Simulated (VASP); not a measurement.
An input for Ansatz (written as the equivalent of a VASP run, and not itself run):

Ansatz 0.2 input:
```yaml
crystal:
  lattice:
    - [-2.1421652, 2.1421652, 2.1421652]
    - [2.1421652, -2.1421652, 2.1421652]
    - [2.1421652, 2.1421652, -2.1421652]
  atoms:
    - { symbol: Rb, position: [0.0000000, 0.0000000, 0.0000000] }
kpoints:
  mp_grid: { grid: [12, 12, 12] }
hamiltonian:
  xc: pbe
  pseudopotentials: { kind: paw }
scf:
  occupations: { method: methfessel_paxton, width: 0.1 }
  max_iter: 100
relax:
  max_steps: 40
  f_tol: 0.02
  cell: { p_target: 20 }
output: { forces: true, stress: true, eigenvalues: true }
```

Q: Write the VASP files for the same calculation (PBE).

A: One answer among several that fit: 
INCAR:
```
! general
SYSTEM  = Rb
PREC    = Accurate
ENCUT   = 500
LREAL   = F
LASPH   = T

! electronic loop
EDIFF   = 1E-6
NELM    = 100
ALGO    = Normal
LMAXMIX = 4

! smearing
ISMEAR  = 1
SIGMA   = 0.1

! functional
GGA     = PE

! ions
IBRION  = 2
NSW     = 40
ISIF    = 3
EDIFFG  = -0.02
PSTRESS = 200

! output
LWAVE   = F
LCHARG  = F
```

KPOINTS:
```
Automatic mesh
0
Gamma
12 12 12
0 0 0
```

### POSCAR
```
Rb
1
   -2.1421651962     2.1421651962     2.1421651962
    2.1421651962    -2.1421651962     2.1421651962
    2.1421651962     2.1421651962    -2.1421651962
Rb
1
Direct
  0.0000000000   0.0000000000   0.0000000000
```

POTCAR, in this order: Rb_sv (PBE.64 set). Program: vasp_std.

Limits of the translation: each code has its own PAW files, so the cut-off isn't converted (ENCUT is set for VASP's; basis.ecutwfc is left out, and Ansatz then takes the one that its files recommend); Ansatz stops its SCF on the density residual and VASP on the energy change (EDIFF).

The compound is Rb in the bcc structure. This run relaxes it under an external pressure of 20 GPa. Symmetry was kept, so distortions that lower it aren't found.
